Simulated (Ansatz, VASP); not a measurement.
## Cross-check of Cu2Te between VASP and Ansatz

Aim: how closely do two programs agree when they are given the same cell, functional and k mesh? The cell is generated by rule, not measured, and may not be a known phase. The cell is taken from a series of runs on this material, whose earlier steps may have relaxed, scaled, displaced or heated it; both programs get it as it stands.

Main program and level: Ansatz 0.2.0; plane waves, with VASP 6.6.1 beside it; PBEsol.

The structure was built from a prototype and need not be the compound's stable phase.

## Step 1: The starting structure

The structure is trigonal, space group R32 (No. 155). The conventional cell has a = 7.845 Å, b = 7.845 Å, c = 9.609 Å, α = 90.00°, β = 90.00°, γ = 120.00°. Nearest to Te lie 4 Cu at 2.40 to 2.42 Å. Nearest to Cu lie 2 Te at 2.42 Å. Nearest to Cu lie 2 Te at 2.40 Å. Farther neighbours and most contacts between anions are not listed.

## Step 2: Ansatz: single point, PBEsol, pair 1

Ansatz runs on its default PAW (the set named soft_2) files.

A single point takes one fixed geometry, so differences don't come from the geometry; what else differs is listed under the comparison.

input.yaml reads:

```yaml
crystal:
  lattice:
    - [5.5475960802, 0.0, 0.0]
    - [0.0, 5.5475960802, 0.0]
    - [0.0, 0.0, 5.5475960802]
  atoms:
    - { symbol: Te, position: [0.0, 0.0, 0.0] }
    - { symbol: Te, position: [0.5, 0.5, 0.5] }
    - { symbol: Cu, position: [0.2092122125, 0.2907877875, 0.25] }
    - { symbol: Cu, position: [0.75, 0.75, 0.25] }
    - { symbol: Cu, position: [0.75, 0.2092122125, 0.7092122125] }
    - { symbol: Cu, position: [0.2907877875, 0.75, 0.7907877875] }
kpoints:
  mp_grid: { grid: [4, 4, 4] }
hamiltonian:
  xc: pbesol
scf:
  occupations: { method: gaussian, width: 0.02 }
output:
  forces: true
  stress: true
  eigenvalues: true
  write_density: true
  write_potential: true
  elf: true
  volumetric_format: npy
```

Launch:

```
$ ansatz run input.yaml --threads 8 --pin off --max-ram 14336MiB --backend cpu --events-out ev --progress --plain --runs-dir out
```

Numbers of over 12 decimals in the logs are rounded to 6 here.

The log of the run:

```text
Engine: ansatz 0.2.0, aarch64-unknown-linux-gnu
Pseudopotentials: kind: paw
Pseudopotential: Te, paw, valence charge 16, recommended cutoff 420 eV (normal), Te.paw.azcp
Pseudopotential: Cu, paw, valence charge 19, recommended cutoff 420 eV (normal), Cu.paw.azcp
Functional definition: PBEsol
  exchange = pbesol_x
  correlation = pbesol_c
Crystal: 6 atoms, lattice volume = 170.732 Å³
Basis set: ecut = 420 eV, 3287 PW (Γ), exchange–correlation on 80×80×80 points (8 copies of the dense FFT grid, shifted against one another)
Bands: 65, of which v1, the nominal top of the filled ones, is band 54 counted from 1 (53 counted from 0)
Symmetry: 6 space group operations
Space group: R32 (ITA 155), of the structure as read, at distance tolerance 5.5e-5 Å
k-points: 13 of 64 (time reversal used)
Non-local potential: Te, projectors of the file, l = 0: 2, l = 1: 2, l = 2: 2, l = 3: 2
Non-local potential: Cu, projectors of the file, l = 0: 3, l = 1: 2, l = 2: 3, l = 3: 1
PAW form: soft (Blöchl's): semilocal exchange-correlation on the pseudo side does not see the compensation charge
PAW frozen core: Te, regenerated for the run's functional, and the local potential with it (the file was generated under x = pbe(κ = 0.804, μ = 0.219515), c = pbe(β = 0.066725))
PAW frozen core: Cu, regenerated for the run's functional, and the local potential with it (the file was generated under x = pbe(κ = 0.804, μ = 0.219515), c = pbe(β = 0.066725))
PAW one-centre angular grid: Te, 590 points (default); XC on 64 Gauss nodes
PAW one-centre angular grid: Cu, 590 points (default); XC on 64 Gauss nodes
Initial density: superposition of atomic densities (neutral atoms: chi_scale 0, normalization atom), corrected by the library's trained network
Initial wavefunctions: pseudopotential atomic-orbital guess
Functional: x = pbesol(κ = 0.804, μ = 0.123457), c = pbesol(β = 0.046)
SCF iter   1: F=—  HF=-40155.524905 eV  |F-HF|=—  |Δ(HF+E_count)|=         —  Δρ=6.92e-3  dr2=5.58e-2  ethr=1.77e-3  ⟨swp⟩=7.0  Hψ=3440  notcnv=0  defer=2
preconditioner: auto → Resta (q_TF=auto, 2.528 Å⁻¹)  ε∞=9.4  [insulator: Δε(μ)=1.836 eV  Ē_g=7.342 eV  σ=0.020 eV  W_gap=1.00  n_scr=32 (ndim 8)  ℏωp=21.3 eV  f_vac=0.225  D(μ)=0.00/eV (n_scr^D=0)  ε∞_Penn≈9.4]
SCF iter   2: F=—  HF=-40155.521374 eV  |F-HF|=—  |Δ(HF+E_count)|=   3.53e-3  Δρ=5.50e-3  dr2=3.56e-2  ethr=5.17e-5  ⟨swp⟩=2.1  Hψ=1712  notcnv=0  defer=57
SCF iter   3: F=—  HF=-40155.512568 eV  |F-HF|=—  |Δ(HF+E_count)|=   8.81e-3  Δρ=1.51e-3  dr2=6.01e-3  ethr=3.30e-5  ⟨swp⟩=2.0  Hψ=1202  notcnv=0  defer=57
SCF iter   4: F=—  HF=-40155.511753 eV  |F-HF|=—  |Δ(HF+E_count)|=   8.16e-4  Δρ=3.99e-4  dr2=5.94e-4  ethr=5.57e-6  ⟨swp⟩=2.1  Hψ=1237  notcnv=0  defer=57
SCF iter   5: F=—  HF=-40155.511891 eV  |F-HF|=—  |Δ(HF+E_count)|=   1.38e-4  Δρ=3.56e-4  dr2=1.68e-4  ethr=5.50e-7  ⟨swp⟩=2.0  Hψ=1152  notcnv=0  defer=57
SCF iter   6: F=—  HF=-40155.511923 eV  |F-HF|=—  |Δ(HF+E_count)|=   3.22e-5  Δρ=3.76e-4  dr2=1.65e-4  ethr=1.56e-7  ⟨swp⟩=2.0  Hψ=1490  notcnv=0  defer=57
SCF iter   7: F=—  HF=-40155.511897 eV  |F-HF|=—  |Δ(HF+E_count)|=   2.64e-5  Δρ=7.90e-5  dr2=1.01e-5  ethr=1.53e-7  ⟨swp⟩=2.0  Hψ=1087  notcnv=0  defer=57
SCF iter   8: F=—  HF=-40155.511909 eV  |F-HF|=—  |Δ(HF+E_count)|=   1.22e-5  Δρ=2.09e-5  dr2=9.22e-7  ethr=9.39e-9  ⟨swp⟩=2.0  Hψ=1414  notcnv=0  defer=57
SCF iter   9: F=-40155.511910 eV  HF=-40155.511910 eV  |F-HF|=1.90e-8  |Δ(HF+E_count)|=   5.63e-7  Δρ=4.98e-6  dr2=6.24e-8  ethr=9.26e-11  ⟨swp⟩=13.4  Hψ=6413  notcnv=0
SCF 1 converged in 9 iterations: F = -40155.511910 eV  dr2 = 6.24e-8
  greatest PAW one-centre occupation: 1.000 electrons in one spin orbital (limit 2), on the Cu atom at site 2 (counted from 0), in its partial waves of l = 0
SCF converged after 9 iterations
Free energy (F): -40155.511910 eV
Harris-Foulkes:  -40155.511910 eV  (|F-HF|=1.90e-8)
Internal energy: -40155.511910 eV  (E = F + TS)
E sigma→0 (E₀):  -40155.511910 eV
Fermi energy:    6.453192 eV
--- Per-component energies (eV) ---
  E_band       = -2751.245462
  E_kinetic    = 1564.225961
  E_local      = -26218.939405  (includes V_loc(G=0)·N_el)
  E_nonlocal   = 992.839104
  E_hartree    = 12098.486116
  E_xc         = -592.491394
  E_vxc        = -656.164406  (∫ρ·V_xc dr)
  E_paw        = -15713.996068  (= ΣΔE_a)
  E_vpaw       = -2630.169183  (= ΣTr[D̂ρ^β])
  E_aug_tail   = 0.000656  (compensation charges beyond the density's cutoff)
  E_ewald      = -12287.211318
  E_core_change = 1.574439  (= ΣΔE_core)
  E_smearing   = -0.000000  (= −TS)
  E_closure    = 0.000000  (closes the sum)
  Σ components = -40155.511910   (vs F -40155.511910, Δ=0.00e0)
--- Forces (eV/Å), atoms counted from 1 ---
  atom   1  Te     0.09318890     0.09318890    -0.09318890
  atom   2  Te    -0.09318890    -0.09318890     0.09318890
  atom   3  Cu    -0.04279885     0.04279885     0.00000000
  atom   4  Cu    -0.00000000    -0.00000000    -0.00000000
  atom   5  Cu     0.00000000    -0.04279885    -0.04279885
  atom   6  Cu     0.04279885    -0.00000000     0.04279885
  max |Σ_I F_I| component: 2.08e-17 eV/Å
--- Stress (GPa, compression-positive) ---
       -0.940229       0.205331      -0.205331
        0.205331      -0.940229      -0.205331
       -0.205331      -0.205331      -0.940229
  P = ⅓ Tr σ = -0.9402 GPa (-9.402 kbar)
--- Band table (eV; the first three rows and the last of 13) ---
  k-point 0: bands = [... 50 lower, 4.8618, 5.4098, 5.5289, 5.5289, 7.3774, 7.4279, 7.4279, 11.2436, ... 7 higher]
  k-point 1: bands = [... 50 lower, 4.9948, 5.1283, 5.4386, 5.4535, 7.7826, 8.2874, 8.5883, 10.1454, ... 7 higher]
  k-point 2: bands = [... 50 lower, 5.3045, 5.3110, 5.3132, 5.3399, 8.6928, 8.7984, 9.6983, 9.8349, ... 7 higher]
  k-point 12: bands = [... 50 lower, 4.8186, 5.0394, 5.0394, 5.1183, 9.5495, 9.6492, 9.6492, 10.8919, ... 7 higher]
```

The run ends at a pressure of -0.94 GPa, with forces up to 0.16 eV/Å.

## Step 3: VASP: single point, PBEsol, pair 1

The same cell, functional, mesh and smearing now go to VASP, with its own data sets.

Lines of VASP's logs that name or quote its potential files are left out, and so is its time.

INCAR reads:

```
SYSTEM = Cu2Te
PREC = Accurate
ENCUT = 600
EDIFF = 1E-06
NELM = 120
ISMEAR = 0
SIGMA = 0.02
LREAL = .FALSE.
ALGO = Normal
GGA = PS
NBANDS = 34
LASPH = .TRUE.
LORBIT = 11
LWAVE = .FALSE.
LCHARG = .FALSE.
ISIF = 2
GGA_COMPAT = .FALSE.
EFERMI = MIDGAP
KPAR = 2
```

POSCAR reads:

```
Cu2Te
1.0
    5.5475960802      0.0000000000      0.0000000000
    0.0000000000      5.5475960802      0.0000000000
    0.0000000000      0.0000000000      5.5475960802
Te Cu
2 4
Direct
    0.0000000000      0.0000000000      0.0000000000
    0.5000000000      0.5000000000      0.5000000000
    0.2092122125      0.2907877875      0.2500000000
    0.7500000000      0.7500000000      0.2500000000
    0.7500000000      0.2092122125      0.7092122125
    0.2907877875      0.7500000000      0.7907877875
```

KPOINTS reads:

```
Automatic mesh
0
Gamma
4 4 4
0 0 0
```

PAW data sets: Te and Cu (PBE family, release 64).

Launch:

```
$ mpirun -np 2 vasp_std
```

The log of the run:

```text
[banner, memory and clock lines left out]
running    2 mpi-ranks, on    1 nodes
 distrk:  each k-point on    1 cores,    2 groups
 distr:  one band on    1 cores,    1 groups

 POSCAR found type information on POSCAR TeCu
 POSCAR found :  2 types and       6 ions
|                                                                             |
|               ----> ADVICE to this user running VASP <----                  |
|                                                                             |
|     You enforced a specific xc type in the INCAR file but a different       |
|     [... a line on the potential file left out ...]
|     I HOPE YOU KNOW WHAT YOU ARE DOING!                                     |
|                                                                             |

 LDA part: xc-table for (Slater+PW92), standard interpolation
 POSCAR, INCAR and KPOINTS ok, starting setup
 FFT: planning ... GRIDC
 FFT: planning ... GRID_SOFT
 FFT: planning ... GRID
 WAVECAR not read
 entering main loop
       N       E                     dE             d eps       ncg     rms          rms(c)
DAV:   1     0.443454044375E+03    0.44345E+03   -0.24790E+04   884   0.206E+03
DAV:   2     0.182414446857E+02   -0.42521E+03   -0.41520E+03   884   0.395E+02
DAV:   3    -0.216773499297E+02   -0.39919E+02   -0.38512E+02  1122   0.162E+02
DAV:   4    -0.237476432421E+02   -0.20703E+01   -0.20576E+01  1374   0.382E+01
DAV:   5    -0.237697937747E+02   -0.22151E-01   -0.22138E-01  1382   0.425E+00    0.123E+01
DAV:   6    -0.234538795798E+02    0.31591E+00   -0.40516E+01  1202   0.109E+02    0.845E+00
DAV:   7    -0.217875360857E+02    0.16663E+01   -0.86033E+00  1034   0.619E+01    0.369E+00
DAV:   8    -0.218255900554E+02   -0.38054E-01   -0.91200E-01  1376   0.978E+00    0.195E+00
DAV:   9    -0.218033234566E+02    0.22267E-01   -0.97396E-02  1370   0.104E+01    0.563E-01
DAV:  10    -0.218004020753E+02    0.29214E-02   -0.23529E-02  1238   0.626E+00    0.266E-01
DAV:  11    -0.218007318057E+02   -0.32973E-03   -0.79751E-03  1362   0.149E+00    0.119E-01
DAV:  12    -0.218007829664E+02   -0.51161E-04   -0.17543E-03  1122   0.176E+00    0.430E-02
DAV:  13    -0.218007955949E+02   -0.12629E-04   -0.36692E-04  1090   0.921E-01    0.295E-02
DAV:  14    -0.218007956780E+02   -0.83109E-07   -0.86952E-05  1286   0.161E-01    0.137E-02
DAV:  15    -0.218007941507E+02    0.15274E-05   -0.10140E-05  1236   0.103E-01    0.611E-03
DAV:  16    -0.218007938336E+02    0.31710E-06   -0.39157E-06   858   0.468E-02
   1 F= -.21800794E+02 E0= -.21800794E+02  d E =0.000000E+00
```

OUTCAR, selected parts (step 3):

```text
ion  position               nearest neighbor table
   1  0.000  0.000  0.000-   4 2.40   3 2.42   5 2.42   6 2.42
   2  0.500  0.500  0.500-   4 2.40   3 2.42   5 2.42   6 2.42
   3  0.209  0.291  0.250-   1 2.42   2 2.42
   4  0.750  0.750  0.250-   1 2.40   2 2.40
   5  0.750  0.209  0.709-   1 2.42   2 2.42
   6  0.291  0.750  0.791-   1 2.42   2 2.42

  LATTYP: Found a simple cubic cell.
 ALAT       =     5.5475960802

 Subroutine GETGRP returns: Found  6 space group operations
 (whereof  3 operations were pure point group operations)

The static configuration has the point symmetry C_3 .
 The point group associated with its full space group is D_3 .

 Found     13 irreducible k-points:

   k-points           NKPTS =     13   k-points in BZ     NKDIM =     13   number of bands    NBANDS=     34

   dimension x,y,z NGX =    48 NGY =   48 NGZ =   48
   dimension x,y,z NGXF=    96 NGYF=   96 NGZF=   96

   ENCUT  =  600.0 eV  44.10 Ry    6.64 a.u.  11.08 11.08 11.08*2*pi/ulx,y,z

   NELECT =      56.0000    total number of electrons

 k-points in reciprocal lattice and weights: Automatic mesh
   0.00000000  0.00000000  0.00000000       0.016
   0.25000000  0.00000000  0.00000000       0.094
   0.50000000  0.00000000  0.00000000       0.047
   0.25000000  0.25000000  0.00000000       0.094
   0.00000000  0.25000000  0.25000000       0.094
   0.50000000  0.25000000  0.00000000       0.188
   0.50000000  0.50000000  0.00000000       0.047
   0.25000000  0.25000000  0.25000000       0.094
  -0.25000000 -0.25000000  0.25000000       0.031
   0.50000000  0.25000000  0.25000000       0.094
   0.25000000  0.25000000  0.50000000       0.094
   0.50000000  0.50000000  0.25000000       0.094
   0.50000000  0.50000000  0.50000000       0.016

 average (electrostatic) potential at core
       1 -91.3241       2 -91.3241       3 -67.4372       4 -67.5061       5 -67.4372
       6 -67.4372

 E-fermi :   2.8099

 k-point     1 :       0.0000    0.0000    0.0000
  band No.  band energies     occupation
    ...
     24       1.1633      2.00000
     25       1.2035      2.00000
     26       1.7583      2.00000
     27       1.8797      2.00000
     28       1.8797      2.00000
     29       3.7401      0.00000
     30       3.7900      0.00000
     31       3.7900      0.00000
     32       7.5955      0.00000
     33       7.5955      0.00000
    ...

 k-point     2 :       0.2500    0.0000    0.0000
  band No.  band energies     occupation
    ...
     24       1.1855      2.00000
     25       1.3443      2.00000
     26       1.4792      2.00000
     27       1.7884      2.00000
     28       1.8032      2.00000
     29       4.1441      0.00000
     30       4.6535      0.00000
     31       4.9499      0.00000
     32       6.5074      0.00000
     33       6.8660      0.00000
    ...

 k-point     3 :       0.5000    0.0000    0.0000
  band No.  band energies     occupation
    ...
     24       1.1050      2.00000
     25       1.6543      2.00000
     26       1.6608      2.00000
     27       1.6630      2.00000
     28       1.6897      2.00000
     29       5.0543      0.00000
     30       5.1591      0.00000
     31       6.0633      0.00000
     32       6.1991      0.00000
     33       6.6960      0.00000
    ...

  Total       -0.7994252     -0.7994252     -0.7994252      0.2176883     -0.2176883     -0.2176883
  in kB       -7.5019462     -7.5019462     -7.5019462      2.0428248     -2.0428248     -2.0428248
  external PRESSURE =      -7.5019462 kB  Pullay stress =       0.0000000 kB

  energy-cutoff  :      600.00
  volume of cell :      170.73
      direct lattice vectors                 reciprocal lattice vectors
     5.547596080  0.000000000  0.000000000     0.180258257  0.000000000  0.000000000
     0.000000000  5.547596080  0.000000000     0.000000000  0.180258257  0.000000000
     0.000000000  0.000000000  5.547596080     0.000000000  0.000000000  0.180258257

 POSITION                                       TOTAL-FORCE (eV/Angst)
 -----------------------------------------------------------------------------------
      0.00000      0.00000      0.00000         0.092818      0.092818     -0.092818
      2.77380      2.77380      2.77380        -0.092818     -0.092818      0.092818
      1.16062      1.61317      1.38690        -0.046253      0.046253     -0.000000
      4.16070      4.16070      1.38690         0.000000     -0.000000     -0.000000
      4.16070      1.16062      3.93442         0.000000     -0.046253     -0.046253
      1.61317      4.16070      4.38697         0.046253     -0.000000      0.046253
 -----------------------------------------------------------------------------------
    total drift:                                0.000000     -0.000000      0.000000

  FREE ENERGIE OF THE ION-ELECTRON SYSTEM (eV)
  ---------------------------------------------------
  free  energy   TOTEN  =       -21.8007938336 eV

  energy  without entropy=      -21.8007938336  energy(sigma->0) =      -21.80079383

 total charge
# of ion       s       p       d       tot
------------------------------------------
    1        1.324   2.107   0.064   3.496
    2        1.324   2.107   0.064   3.496
    3        0.432   0.224   9.287   9.943
    4        0.443   0.235   9.283   9.961
    5        0.432   0.224   9.287   9.943
    6        0.432   0.224   9.287   9.943
--------------------------------------------------
tot          4.388   5.120  37.273  46.780

[... 3 further parts left out ...]
```

This run has no spin polarisation, so a moment on Cu, if there is one, isn't seen.

## Step 4: Differences

Known differences besides the potentials themselves: the data sets hold 108 valence electrons in Ansatz (on its default PAW (the set named soft_2) files) and 56 in VASP; the cutoff is 420 eV in Ansatz and 600 eV in VASP; Ansatz makes its cores anew for this functional, VASP keeps those of its PBE data sets. Total energies have different zeros and are not compared.

Compared:

| quantity | Ansatz | VASP | difference |
| --- | --- | --- | --- |
| pressure (GPa) | -0.94 | -0.75 | -0.19 |
| gap on the k mesh (eV) | 1.849 | 1.860 | -0.012 |

Forces (eV/Å; atoms numbered as in POSCAR):

```csv
atom,"Ansatz x, y, z","VASP x, y, z"
Te1,"0.093, 0.093, -0.093","0.093, 0.093, -0.093"
Te2,"-0.093, -0.093, 0.093","-0.093, -0.093, 0.093"
Cu3,"-0.043, 0.043, 0.000","-0.046, 0.046, 0.000"
Cu4,"0.000, 0.000, 0.000","0.000, 0.000, 0.000"
Cu5,"0.000, -0.043, -0.043","0.000, -0.046, -0.046"
Cu6,"0.043, 0.000, 0.043","0.046, 0.000, 0.046"
```

The forces differ by 2.0 meV/Å r.m.s., which is 3.4 % of the r.m.s. force of 0.060 eV/Å (both taken over all components). A gap on the mesh is an upper bound, since the band edges may lie between its points.

## Step 5: Ansatz: single point, PBEsol, pair 2

A single point takes one fixed geometry, so differences don't come from the geometry; what else differs is listed under the comparison.

The cell is taken from a series of runs on this material, whose earlier steps may have relaxed, scaled, displaced or heated it; both programs get it as it stands.

input.yaml reads:

```yaml
crystal:
  lattice:
    - [5.5475960802, 0.0, 0.0]
    - [0.0, 5.5475960802, 0.0]
    - [0.0, 0.0, 5.5475960802]
  atoms:
    - { symbol: Te, position: [0.0, 0.0, 0.0] }
    - { symbol: Te, position: [0.5, 0.5, 0.5] }
    - { symbol: Cu, position: [0.1926421738, 0.3073578262, 0.25] }
    - { symbol: Cu, position: [0.75, 0.75, 0.25] }
    - { symbol: Cu, position: [0.75, 0.1926421738, 0.6926421738] }
    - { symbol: Cu, position: [0.3073578262, 0.75, 0.8073578262] }
kpoints:
  mp_grid: { grid: [4, 4, 4] }
hamiltonian:
  xc: pbesol
scf:
  occupations: { method: gaussian, width: 0.02 }
output:
  forces: true
  stress: true
  eigenvalues: true
```

Launch:

```
$ ansatz run input.yaml --threads 8 --pin off --max-ram 14336MiB --backend cpu --events-out ev --progress --plain --runs-dir out
```

The log of the run:

```text
[...]
Crystal: 6 atoms, lattice volume = 170.732 Å³
Basis set: ecut = 420 eV, 3287 PW (Γ), exchange–correlation on 80×80×80 points (8 copies of the dense FFT grid, shifted against one another)
Bands: 65, of which v1, the nominal top of the filled ones, is band 54 counted from 1 (53 counted from 0)
Symmetry: 6 space group operations
[...]
k-points: 13 of 64 (time reversal used)
[...]
k-point 0: bands = [... 50 lower, 4.9261, 5.3878, 5.6184, 5.6184, 7.2292, 7.3863, 7.3863, 11.1715, ... 5 higher]
  k-point 1: bands = [... 50 lower, 5.0422, 5.1843, 5.4867, 5.4925, 7.7083, 8.1547, 8.5256, 10.0226, ... 5 higher]
  k-point 2: bands = [... 50 lower, 5.3065, 5.3148, 5.3306, 5.3689, 8.5214, 8.6988, 9.5545, 9.7175, ... 5 higher]
  k-point 12: bands = [... 50 lower, 4.8175, 4.9775, 4.9775, 5.1293, 9.5400, 9.7136, 9.7136, 10.7559, ... 5 higher]
[key lines of the parts left out:]
SCF converged after 9 iterations
Free energy (F): -40155.533967 eV
Fermi energy:    6.425407 eV
P = ⅓ Tr σ = -1.7729 GPa (-17.729 kbar)
```

The run ends at a pressure of -1.77 GPa, with forces up to 0.30 eV/Å.

(Part 1 of 2 ends here.)

[Lines on the potential files, build, host, timing and source positions are cut from VASP's logs without a mark.]

[Logs are printed without paths, hosts, clocks, repeated set-up lines and the standing remarks that a program may print on its own settings, such as how far it seeks lower states.]

[Hosts, paths, dates, database ids (printed as entryN), source tags and the programs' standing remarks are cut or masked in the printed files.]
